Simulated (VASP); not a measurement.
BP (zinc blende): the mBJ gap over mesh and path against the volume, with the cell scaled uniformly; PBEsol's own equilibrium is at 11.552 Å³/atom. VASP (PAW), 520 eV cut-off, 11×11×11 Γ-centred mesh, Gaussian smearing of 0.050 eV, potentials B P. mBJ is a potential without an energy functional, so only the levels count. Fit the value as a straight line in ln V.

| V (Å³/atom) | mBJ gap over mesh and path (eV) |
|---|---|
| 10.512 | 1.914 |
| 10.858 | 1.970 |
| 11.205 | 2.023 |
| 11.552 | 2.067 |
| 11.898 | 2.108 |
| 12.245 | 2.146 |

Task: Fit the rows as the text says and predict the value at 10.165.

Result: The slope against ln V is 1.52 eV, the volume deformation potential of this gap. The line misses the rows by up to 0.006 and gives 1.869 at 10.165. The run gave 1.853, -0.016 from the line.

Left out are failed runs and those whose mesh is unfit for this quantity.

The compound is BP in the zinc blende structure.
